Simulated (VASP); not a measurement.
Computed with optB86b-vdW, VASP's PBE PAW potentials (set 64) (plane waves; VASP).

The input files of a VASP run:

### KPOINTS
```
Regular mesh
0
Gamma
11 11 11
```

### POSCAR
```
HgTe
1
    0.0000000000     3.2927698024     3.2927698024
    3.2927698024     0.0000000000     3.2927698024
    3.2927698024     3.2927698024     0.0000000000
Hg Te
1 1
Direct
  0.0000000000   0.0000000000   0.0000000000
  0.2500000000   0.2500000000   0.2500000000
```

**INCAR**
```
SYSTEM = HgTe
PREC = Accurate
ENCUT = 520
EDIFF = 1E-7
NELM = 100
ALGO = Normal
LREAL = .FALSE.
LASPH = .TRUE.
ISMEAR = -5
GGA = MK
PARAM1 = 0.1234
PARAM2 = 1.0
LUSE_VDW = .TRUE.
AGGAC = 0.0
LMAXMIX = 6
LWAVE = .FALSE.
LCHARG = .TRUE.
LORBIT = 11
NEDOS = 601
ISIF = 2
```

POTCAR, in this order: Hg Te (PBE.64 set). Program: vasp_std.

**Question.** What will the output report for the number of irreducible k-points (NKPTS), largest plane-wave count, number of space-group operations, FFT grid (NGX, NGY, NGZ)?

**Answer.** 
The number of irreducible k-points (NKPTS) is 56 and the largest plane-wave count comes out as 1940. The number of space-group operations is 24 and the FFT grid (NGX, NGY, NGZ) is 36 × 36 × 36.

The compound is HgTe in the zinc blende structure. It was relaxed first, which changed the volume by +6 %.
